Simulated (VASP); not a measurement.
Data:

```yaml
crystal:
  lattice:
    - [0.00000, 1.53274, 1.53274]
    - [1.53274, 0.00000, 1.53274]
    - [1.53274, 1.53274, 0.00000]
  atoms:
    - { symbol: N, position: [0.00000, 0.00000, 0.00000] }
```

All values below come from PBEsol GGA, VASP's PBE PAW potentials (set 64) (plane waves; VASP 6.6.1). Run with 520 eV cut-off, Gaussian smearing of 0.050 eV, potentials N.

### Question
Give the energies of bands 2 to 4 at the high-symmetry points, in eV from the Fermi level.

### Answer

| band | Γ | X | U | L | W |
|---|---|---|---|---|---|
| 2 | 4.31 | -7.15 | -5.66 | -8.71 | -4.29 |
| 3 | 4.31 | 0.13 | -3.94 | 3.05 | -4.29 |
| 4 | 4.31 | 0.13 | 1.03 | 3.05 | -1.56 |

It has no gap at this level: it comes out as a metal or semimetal.

The structure was generated: N was put into the fcc type (Fm-3m), which need not be its known phase. It was relaxed first, which changed the volume by -5 %.
